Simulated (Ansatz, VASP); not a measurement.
# Sr2C: VASP beside Ansatz, part 2 of 3

Aim: how closely do two programs agree when they are given the same cell, functional and k mesh? The cell is generated by rule, not measured, and may not be a known phase. The cell is taken from a series of runs on this material, whose earlier steps may have relaxed, scaled, displaced or heated it; both programs get it as it stands.

VASP 6.6.1 and Ansatz 0.2.0.

So far: The starting structure; Ansatz: zone-centre phonons, PBEsol.

## Step 3: VASP: zone-centre phonons, PBEsol

Level of this step: PBEsol; plane waves and PAW (Sr_sv, C); invented cell (VASP).

The same cell, functional, mesh and smearing now go to VASP, with its own data sets.

Lines of VASP's logs that name or quote its potential files are left out, and so is its time.

Contents of INCAR:

```
SYSTEM = Sr2C
PREC = Accurate
ENCUT = 600
EDIFF = 1E-08
NELM = 120
ISMEAR = 1
SIGMA = 0.15
LREAL = .FALSE.
ALGO = Normal
GGA = PS
NBANDS = 30
LORBIT = 11
LWAVE = .FALSE.
LCHARG = .FALSE.
ISIF = 2
IBRION = 8
LASPH = .TRUE.
GGA_COMPAT = .FALSE.
KPAR = 2
```

Contents of POSCAR:

```
Sr2C
1.0
    4.7041515493      0.0000000000      0.0000000000
    0.0000000000      4.7041515493      0.0000000000
    0.0000000000      0.0000000000      7.0641027438
Sr C
4 2
Direct
    0.0000000000      0.5000000000      0.6749213232
    0.5000000000      0.0000000000      0.3250786768
    0.0000000000      0.5000000000      0.1749213232
    0.5000000000      0.0000000000      0.8250786768
    0.5000000000      0.5000000000      0.5000000000
    0.0000000000      0.0000000000      0.0000000000
```

Contents of KPOINTS:

```
Automatic mesh
0
Gamma
8 8 6
0 0 0
```

The projector-augmented-wave data sets are Sr_sv and C (PBE family, release 64).

On the command line:

```sh
mpirun -np 2 vasp_std
```

Log:

```text
[banner, memory and clock lines left out]
running    2 mpi-ranks, on    1 nodes
 distrk:  each k-point on    1 cores,    2 groups
 distr:  one band on    1 cores,    1 groups

 POSCAR found type information on POSCAR SrC
 POSCAR found :  2 types and       6 ions
|                                                                             |
|               ----> ADVICE to this user running VASP <----                  |
|                                                                             |
|     You enforced a specific xc type in the INCAR file but a different       |
|     [... a line on the potential file left out ...]
|     I HOPE YOU KNOW WHAT YOU ARE DOING!                                     |
|                                                                             |

 LDA part: xc-table for (Slater+PW92), standard interpolation
 POSCAR, INCAR and KPOINTS ok, starting setup
 FFT: planning ... GRIDC
 FFT: planning ... GRID_SOFT
 FFT: planning ... GRID
 WAVECAR not read
 entering main loop
       N       E                     dE             d eps       ncg     rms          rms(c)
DAV:   1     0.312382610789E+03    0.31238E+03   -0.25199E+04  3600   0.163E+03
DAV:   2     0.302841085430E+01   -0.30935E+03   -0.29666E+03  4044   0.338E+02
DAV:   3    -0.287062292868E+02   -0.31735E+02   -0.31014E+02  5680   0.806E+01
DAV:   4    -0.300928167351E+02   -0.13866E+01   -0.13828E+01  5216   0.170E+01
DAV:   5    -0.301593428256E+02   -0.66526E-01   -0.66514E-01  5260   0.293E+00    0.320E+01
DAV:   6    -0.239788512479E+02    0.61805E+01   -0.58313E+01  4056   0.187E+01    0.356E+01
DAV:   7    -0.234861890571E+02    0.49266E+00   -0.72366E+00  4586   0.798E+00    0.224E+01
DAV:   8    -0.232800134236E+02    0.20618E+00   -0.10681E+00  4250   0.390E+00    0.203E+00
DAV:   9    -0.232793974856E+02    0.61594E-03   -0.41888E-02  6084   0.787E-01    0.654E-01
DAV:  10    -0.232789379215E+02    0.45956E-03   -0.53909E-03  4776   0.337E-01    0.176E-01
DAV:  11    -0.232789346033E+02    0.33182E-05   -0.55233E-04  5248   0.966E-02    0.566E-02
DAV:  12    -0.232789394654E+02   -0.48621E-05   -0.79752E-05  4762   0.444E-02    0.155E-02
DAV:  13    -0.232789398800E+02   -0.41468E-06   -0.90724E-06  4752   0.125E-02    0.659E-03
DAV:  14    -0.232789398232E+02    0.56893E-07   -0.11978E-06  4762   0.643E-03    0.161E-03
DAV:  15    -0.232789399555E+02   -0.13235E-06   -0.15699E-07  4826   0.182E-03    0.690E-04
DAV:  16    -0.232789399422E+02    0.13330E-07   -0.28091E-08  3126   0.109E-03    0.406E-04
DAV:  17    -0.232789399295E+02    0.12701E-07   -0.11033E-08  2694   0.490E-04    0.187E-04
DAV:  18    -0.232789399247E+02    0.47312E-08   -0.33527E-09  2598   0.283E-04
   1 F= -.23278940E+02 E0= -.23281236E+02  d E =0.688888E-02
 Linear response reoptimize wavefunctions to high precision
DAV:   1    -0.232789399235E+02    0.12315E-08   -0.12885E-09  2580   0.157E-04
DAV:   2    -0.232789399236E+02   -0.80036E-10   -0.59518E-10  2496   0.106E-04
 Linear response DOF=           5
 Linear response progress:
  Degree of freedom:   1/  5
       N       E                     dE             d eps       ncg     rms          rms(c)
RMM:   1    -0.298490845715E+00   -0.29849E+00    0.88596E-01 12571   0.384E+00
RMM:   2    -0.293430616466E+00    0.50602E-02   -0.48687E-02 14974   0.831E-01    0.352E-01
RMM:   3    -0.294571016503E+00   -0.11404E-02   -0.55063E-03 16682   0.292E-01    0.267E-01
RMM:   4    -0.294503623706E+00    0.67393E-04   -0.89511E-04 16808   0.132E-01    0.387E-02
RMM:   5    -0.294627609725E+00   -0.12399E-03   -0.22617E-04 19171   0.443E-02    0.300E-02
RMM:   6    -0.294685830070E+00   -0.58220E-04   -0.49374E-05 18996   0.192E-02    0.111E-02
RMM:   7    -0.294669730490E+00    0.16100E-04   -0.20187E-05 19398   0.103E-02    0.517E-03
RMM:   8    -0.294659889801E+00    0.98407E-05   -0.60059E-05 19914   0.500E-03    0.425E-03
RMM:   9    -0.294651888732E+00    0.80011E-05   -0.52536E-05 20070   0.278E-03    0.262E-03
RMM:  10    -0.294647924363E+00    0.39644E-05   -0.18232E-05 19732   0.158E-03    0.145E-03
RMM:  11    -0.294645094809E+00    0.28296E-05   -0.69744E-06 19754   0.106E-03    0.536E-04
RMM:  12    -0.294643762329E+00    0.13325E-05   -0.20672E-07 19280   0.679E-04    0.273E-04
RMM:  13    -0.294643776792E+00   -0.14463E-07    0.15243E-07 19958   0.457E-04    0.924E-05
RMM:  14    -0.294643753424E+00    0.23368E-07    0.23419E-07 20312   0.321E-04    0.140E-04
[...]
RMM:  22    -0.294643520652E+00    0.36072E-06    0.59105E-08 17694   0.115E-04    0.115E-04
RMM:  23    -0.294643191803E+00    0.32885E-06   -0.59845E-09 17884   0.103E-04    0.185E-04
RMM:  24    -0.294643063025E+00    0.12878E-06    0.46688E-08 17966   0.878E-05    0.177E-04
RMM:  25    -0.294643127766E+00   -0.64741E-07    0.95003E-08 17468   0.851E-05    0.112E-04
RMM:  26    -0.294643186612E+00   -0.58847E-07    0.94923E-08 17545   0.848E-05    0.421E-05
RMM:  27    -0.294643231143E+00   -0.44531E-07    0.12495E-07 17571   0.808E-05    0.812E-06
RMM:  28    -0.294643239314E+00   -0.81705E-08    0.10128E-07 16744   0.767E-05    0.338E-06
RMM:  29    -0.294643238304E+00    0.10097E-08    0.85775E-08 14717   0.754E-05    0.303E-06
 first order change of Fermi-energy  -0.26153E-03
 force on displaced ion       1 direction 1 :  -6.196   0.000  -0.002
 Linear response progress:
[...]
RMM:  17    -0.304828273712E+00    0.27956E-07   -0.43224E-07 19606   0.154E-04    0.866E-06
RMM:  18    -0.304828278906E+00   -0.51938E-08   -0.16016E-07 18760   0.130E-04    0.230E-05
RMM:  19    -0.304828275702E+00    0.32045E-08   -0.16725E-07 19045   0.114E-04    0.231E-05
RMM:  20    -0.304828306221E+00   -0.30520E-07   -0.76414E-08 17179   0.105E-04    0.478E-05
RMM:  21    -0.304828260304E+00    0.45917E-07   -0.10253E-07 16935   0.100E-04    0.201E-05
RMM:  22    -0.304828253480E+00    0.68243E-08   -0.51079E-08 17153   0.926E-05    0.209E-05
 first order change of Fermi-energy   0.22042E-02
 force on displaced ion       1 direction 2 :   0.000  -1.793  -0.002
 Linear response progress:
  Degree of freedom:   3/  5
       N       E                     dE             d eps       ncg     rms          rms(c)
RMM:   1    -0.316055144092E+00   -0.31606E+00    0.77555E-01  9870   0.369E+00
RMM:   2    -0.314014152417E+00    0.20410E-02   -0.48529E-02 11416   0.796E-01    0.283E-01
RMM:   3    -0.315600756440E+00   -0.15866E-02   -0.69616E-03 13064   0.301E-01    0.177E-01
RMM:   4    -0.315717584167E+00   -0.11683E-03   -0.14943E-03 13928   0.125E-01    0.143E-01
RMM:   5    -0.315752609451E+00   -0.35025E-04   -0.30688E-04 12213   0.675E-02    0.340E-02
RMM:   6    -0.315827466695E+00   -0.74857E-04   -0.78940E-05 14726   0.233E-02    0.191E-02
RMM:   7    -0.315885608803E+00   -0.58142E-04   -0.30809E-05 14536   0.118E-02    0.435E-03
RMM:   8    -0.315890085573E+00   -0.44768E-05   -0.86910E-05 14989   0.598E-03    0.376E-03
RMM:   9    -0.315889030575E+00    0.10550E-05   -0.64033E-05 15133   0.351E-03    0.147E-03
RMM:  10    -0.315888877191E+00    0.15338E-06   -0.34443E-05 15595   0.209E-03    0.768E-04
RMM:  11    -0.315887342376E+00    0.15348E-05   -0.15846E-05 15619   0.122E-03    0.509E-04
RMM:  12    -0.315886421372E+00    0.92100E-06   -0.72443E-06 14543   0.814E-04    0.200E-04
RMM:  13    -0.315886335747E+00    0.85626E-07   -0.33326E-06 15040   0.543E-04    0.190E-04
RMM:  14    -0.315886338955E+00   -0.32079E-08   -0.14115E-06 15466   0.370E-04    0.764E-05
RMM:  15    -0.315886278015E+00    0.60940E-07   -0.65255E-07 15493   0.261E-04    0.108E-04
RMM:  16    -0.315886401584E+00   -0.12357E-06   -0.32252E-07 14024   0.203E-04    0.167E-04
RMM:  17    -0.315886102488E+00    0.29910E-06   -0.37303E-08 13289   0.170E-04    0.669E-05
RMM:  18    -0.315886032707E+00    0.69781E-07   -0.23685E-08 14485   0.134E-04    0.713E-05
RMM:  19    -0.315886022550E+00    0.10157E-07    0.54706E-08 15449   0.113E-04    0.679E-05
RMM:  20    -0.315886041078E+00   -0.18528E-07    0.44418E-08 14212   0.101E-04    0.791E-05
 first order change of Fermi-energy   0.98541E-01
 force on displaced ion       1 direction 3 :   0.000   0.000  -4.408
 Linear response progress:
  Degree of freedom:   4/  5
       N       E                     dE             d eps       ncg     rms          rms(c)
RMM:   1    -0.119105586234E+00   -0.11911E+00   -0.99529E-04 14599   0.103E+00
RMM:   2    -0.114466040983E+00    0.46395E-02   -0.79890E-03 14883   0.227E-01    0.468E-01
RMM:   3    -0.114732214735E+00   -0.26617E-03   -0.17127E-03 14155   0.117E-01    0.233E-01
RMM:   4    -0.115228446673E+00   -0.49623E-03   -0.64553E-04 14311   0.876E-02    0.249E-02
RMM:   5    -0.115171156896E+00    0.57290E-04   -0.13204E-04 16099   0.257E-02    0.140E-02
RMM:   6    -0.115147861605E+00    0.23295E-04   -0.21741E-05 17315   0.112E-02    0.685E-03
RMM:   7    -0.115146761831E+00    0.10998E-05   -0.64034E-06 18497   0.451E-03    0.369E-03
RMM:   8    -0.115145015971E+00    0.17459E-05   -0.21361E-06 19089   0.228E-03    0.145E-03
RMM:   9    -0.115145094072E+00   -0.78101E-07   -0.16853E-06 18912   0.106E-03    0.575E-04
RMM:  10    -0.115146087787E+00   -0.99372E-06   -0.92377E-07 19896   0.501E-04    0.306E-04
RMM:  11    -0.115147165973E+00   -0.10782E-05   -0.58011E-08 18519   0.297E-04    0.108E-04
RMM:  12    -0.115147062872E+00    0.10310E-06   -0.79761E-08 20219   0.151E-04    0.471E-05
RMM:  13    -0.115147003946E+00    0.58926E-07   -0.16499E-07 19865   0.848E-05    0.262E-05
RMM:  14    -0.115146992054E+00    0.11892E-07   -0.84618E-08 20113   0.558E-05    0.902E-06
RMM:  15    -0.115146990792E+00    0.12626E-08   -0.28286E-08 17896   0.462E-05    0.708E-06
 first order change of Fermi-energy  -0.19900E-02
 force on displaced ion       5 direction 1 :  -3.137   0.000  -0.001
 Linear response progress:
  Degree of freedom:   5/  5
       N       E                     dE             d eps       ncg     rms          rms(c)
RMM:   1    -0.119812407272E+00   -0.11981E+00   -0.68372E-03 10103   0.998E-01
RMM:   2    -0.114671635618E+00    0.51408E-02   -0.82404E-03 10554   0.222E-01    0.427E-01
RMM:   3    -0.114641222414E+00    0.30413E-04   -0.13656E-03 11055   0.104E-01    0.204E-01
RMM:   4    -0.114920725888E+00   -0.27950E-03   -0.65250E-04 11427   0.755E-02    0.674E-02
RMM:   5    -0.114825560866E+00    0.95165E-04   -0.64954E-05 11533   0.252E-02    0.383E-02
RMM:   6    -0.114873751973E+00   -0.48191E-04   -0.21586E-06 11900   0.156E-02    0.768E-03
RMM:   7    -0.114869028092E+00    0.47239E-05    0.11454E-05 13902   0.591E-03    0.609E-03
RMM:   8    -0.114858859958E+00    0.10168E-04    0.20079E-05 13552   0.345E-03    0.342E-03
RMM:   9    -0.114859565764E+00   -0.70581E-06    0.15663E-05 14197   0.172E-03    0.954E-04
RMM:  10    -0.114861337703E+00   -0.17719E-05    0.91569E-06 15046   0.754E-04    0.451E-04
RMM:  11    -0.114862254423E+00   -0.91672E-06    0.50153E-06 14917   0.362E-04    0.205E-04
RMM:  12    -0.114862570845E+00   -0.31642E-06    0.33863E-06 15255   0.194E-04    0.116E-04
RMM:  13    -0.114862752053E+00   -0.18121E-06    0.17085E-06 15549   0.107E-04    0.351E-05
RMM:  14    -0.114862818844E+00   -0.66791E-07    0.11009E-06 15760   0.640E-05    0.260E-05
RMM:  15    -0.114862853756E+00   -0.34913E-07    0.59011E-07 15475   0.451E-05    0.966E-06
RMM:  16    -0.114862866328E+00   -0.12571E-07    0.36181E-07 14715   0.376E-05    0.686E-06
RMM:  17    -0.114862879122E+00   -0.12794E-07    0.23202E-07 14173   0.344E-05    0.464E-06
RMM:  18    -0.114862885994E+00   -0.68719E-08    0.16478E-07 13570   0.325E-05    0.243E-06
RMM:  19    -0.114862893594E+00   -0.76002E-08    0.11318E-07 11335   0.316E-05    0.113E-06
RMM:  20    -0.114862896185E+00   -0.25910E-08    0.68841E-08  9270   0.312E-05    0.137E-06
 first order change of Fermi-energy   0.77796E-03
 force on displaced ion       5 direction 3 :   0.000   0.000  -3.395
 Linear response finished
```

[end of part 2 of 3]

[Lines on the potential files, build, host, timing and source positions are cut from VASP's logs without a mark.]

[Logs are printed without paths, hosts, clocks, repeated set-up lines and the standing remarks that a program may print on its own settings, such as how far it seeks lower states.]

[Hosts, paths, dates, database ids (printed as entryN), source tags and the programs' standing remarks are cut or masked in the printed files.]
